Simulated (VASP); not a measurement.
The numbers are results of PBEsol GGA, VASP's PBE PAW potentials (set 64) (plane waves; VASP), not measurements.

VASP ran on this input.

### INCAR
```
# general
SYSTEM   =  GeMo
PREC     =  Accurate
ENCUT    =  300   # plane-wave cut-off (eV)
LREAL    =  .FALSE.   # projection in real space or not
LASPH    =  .TRUE.   # aspherical one-centre terms

# electronic loop
EDIFF    =  1E-6
NELM     =  100
ALGO     =  Normal
LMAXMIX  =  4   # l cut-off of mixed one-centre charges

# smearing
ISMEAR   =  0
SIGMA    =  0.1   # width (eV)

# functional
GGA      =  PS   # PBEsol

# ions
ISIF     =  2   # forces and stress, cell fixed

# output
LWAVE    =  .FALSE.
LCHARG   =  .FALSE.
```

**POSCAR**
```
GeMo
5.6861540
  0.0000000000   0.5000000000   0.5000000000
  0.5000000000   0.0000000000   0.5000000000
  0.5000000000   0.5000000000   0.0000000000
Ge Mo
1 1
Cartesian
  0.0000000000   0.0000000000   0.0000000000
  0.5000000000   0.5000000000   0.5000000000
```

### KPOINTS
```
Automatic mesh
0
Gamma
  5 5 5
```

POTCAR, in this order: Ge_d Mo_sv (PBE.64 set). Program: vasp_std.

Q: What will the output report for the number of irreducible k-points (NKPTS), largest plane-wave count, number of space-group operations, FFT grid (NGX, NGY, NGZ)?

A: 
number of irreducible k-points (NKPTS): 10
largest plane-wave count: 552
number of space-group operations: 48
FFT grid (NGX, NGY, NGZ): 24 × 24 × 24

The structure was generated: GeMo was put into an ordered model structure, which need not be its known phase. The cell was not relaxed at this level. The k-mesh is coarse (spacing up to 0.38 per Å, 2π included), so the numbers may not be converged in it. The run is one of a series of settings (GGA = PS against the base run), some of them coarse on purpose.
